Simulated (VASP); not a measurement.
An input for Quantum ESPRESSO's pw.x (written as the equivalent of a VASP run, and not itself run):

```
&CONTROL
  calculation = 'vc-relax'
  pseudo_dir = './pseudo'
  outdir = './out'
  tprnfor = .true.
  tstress = .true.
  nstep = 60
  forc_conv_thr = 0.00039
/
&SYSTEM
  ibrav = 0
  nat = 2
  ntyp = 1
  ecutwfc = 84
  occupations = 'smearing'
  smearing = 'methfessel-paxton'
  degauss = 0.00735
  input_dft = 'pbesol'
/
&ELECTRONS
  conv_thr = 7.3e-08
  electron_maxstep = 100
/
&IONS
/
&CELL
/
ATOMIC_SPECIES
  Ru 101.070 Ru.upf
CELL_PARAMETERS angstrom
     1.3449827   -2.3295786    0.0000000
     1.3449827    2.3295786    0.0000000
     0.0000000    0.0000000    4.2432326
ATOMIC_POSITIONS crystal
  Ru   0.3333330  0.6666670  0.2500000
  Ru   0.6666670  0.3333330  0.7500000
K_POINTS automatic
  14 14 8 0 0 0
```

Question: Write the VASP files for the same calculation (PBEsol).

Answer: Several could match; the one computed here: 
**POSCAR**
```
Ru
1
    1.3449827487    -2.3295786083     0.0000000000
    1.3449827487     2.3295786083     0.0000000000
    0.0000000000     0.0000000000     4.2432325703
Ru
2
Direct
  0.3333330000   0.6666670000   0.2500000000
  0.6666670000   0.3333330000   0.7500000000
```

INCAR:
```
! general
SYSTEM =Ru
PREC   =Accurate
ENCUT  =400
LREAL  =F
LASPH  =T

! electronic loop
EDIFF  =1E-6
NELM   =100
ALGO   =Normal
LMAXMIX=4

! smearing
ISMEAR =1
SIGMA  =0.1

! functional
GGA    =PS

! ions
IBRION =2
NSW    =60
ISIF   =3
EDIFFG =-0.01

! output
LWAVE  =F
LCHARG =F
```

File KPOINTS:
```
K-points
0
Gamma
 14 14 8
```

POTCAR, in this order: Ru_pv (PBE.64 set). Program: vasp_std.

What does not carry over: the potentials are each code's own (VASP's PAW set, PseudoDojo norm-conserving files in pw.x), so ENCUT and ecutwfc are chosen apart and not converted; conv_thr bounds pw.x's estimated SCF error, while EDIFF bounds the energy change between steps; forc_conv_thr acts on force components and is met together with etot_conv_thr.

The compound is Ru in the hcp structure. This run relaxes it. Symmetry was kept, so distortions that lower it aren't found. The start is the result of an earlier pass.
